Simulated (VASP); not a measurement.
A convergence study with VASP on SrO (space group Fm-3m): one setting is varied, all else stays as given below, so the limit is that of these other settings.

```xyz
2
Lattice="0.0000 2.5671 2.5671 2.5671 0.0000 2.5671 2.5671 2.5671 0.0000" Properties=species:S:1:pos:R:3 pbc="T T T"
Sr     0.0000     0.0000     0.0000
O      2.5671     2.5671     2.5671
```

These are PBEsol GGA, VASP's PBE PAW potentials (set 64) (plane waves; VASP 6.6.1) values and carry that method's errors. The tightest run used: 400 eV cut-off, 11×11×11 Γ-centred mesh, Gaussian smearing of 0.010 eV, potentials Sr_sv O.

### Question
The settings run are 3×3×3 mesh; 4×4×4 mesh; 5×5×5 mesh; 6×6×6 mesh; 7×7×7 mesh; 9×9×9 mesh; 11×11×11 mesh. From which on does the mean ε∞ stay within 0.1  of the tightest run?

### Answer
From 5×5×5 mesh on: it is off by 0.05 there and by no more than 0.1 in any finer run, while 4×4×4 mesh is off by 0.17.
| setting | mean ε∞ | irreducible k-points | difference judged () |
|---|---|---|---|
| 3×3×3 mesh | 4.45 | 4 | 0.57 |
| 4×4×4 mesh | 4.05 | 8 | 0.17 |
| 5×5×5 mesh | 3.93 | 10 | 0.05 |
| 6×6×6 mesh | 3.89 | 16 | 0.02 |
| 7×7×7 mesh | 3.88 | 20 | 0.01 |
| 9×9×9 mesh | 3.88 | 35 | 0.00 |
| 11×11×11 mesh | 3.88 | 56 | 0.00 |

Left out are rungs that failed or repeat a setting and relaxations that didn't move; long series are thinned to 24 rows.

The structure is a typed SrO crystal (space group no. 225). The cell was not relaxed at this level.
